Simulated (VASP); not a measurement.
Energy against volume of SrCl2 (fluorite). Calculation: rev-vdW-DF2, VASP's PBE PAW potentials (set 64) (plane waves; VASP). Numerical set-up: 520 eV cut-off, 6×6×6 Γ-centred mesh, Gaussian smearing of 0.050 eV, potentials Sr_sv Cl.

```csv
V (Å³/atom),E (eV/atom)
27.263,-2.66773
28.107,-2.67128
28.950,-2.66886
29.793,-2.66138
```

Q: Fit these four points and predict the energy of the run at 26.420 Å³/atom.

A: A cubic in V^(−2/3), the third-order Birch-Murnaghan form, passes through the four points with V0 = 28.16 Å³/atom and B0 = 37 GPa, and gives -2.6572 eV/atom there. The run gave -2.6571 eV/atom, +0.0 meV/atom from the fit; all five points give B0 = 37 GPa.

The compound is SrCl2 in the fluorite structure. It was relaxed first.
